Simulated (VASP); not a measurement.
```yaml
crystal:
  lattice:
    - [1.84777, -3.20043, 0.00000]
    - [1.84777, 3.20043, 0.00000]
    - [0.00000, 0.00000, 5.94223]
  atoms:
    - { symbol: Zr, position: [0.00000, 0.00000, 0.00000] }
    - { symbol: Se, position: [0.33333, 0.66667, 0.26689] }
    - { symbol: Se, position: [0.66667, 0.33333, 0.73311] }
```

Computed with LDA (Ceperley-Alder, Perdew-Zunger), VASP's LDA PAW potentials (set 64) (plane waves; VASP). Settings: 500 eV cut-off, 10×10×5 Γ-centred mesh, first-order Methfessel-Paxton smearing of 0.10 eV, potentials Zr_sv Se.

Q: What does the run give for the energy per atom (σ→0), band gap (on the k-mesh) with the smallest direct gap where there is one?

A: 
band gap (on the k-mesh): none (metal, semimetal or under 0.01 eV)
energy per atom (σ→0): -7.219 eV/atom

Total energies compare only between runs with the same potentials, cut-off and functional.

The compound is ZrSe2 in the 1T layered structure. It was relaxed first, which changed the volume by -7 %.
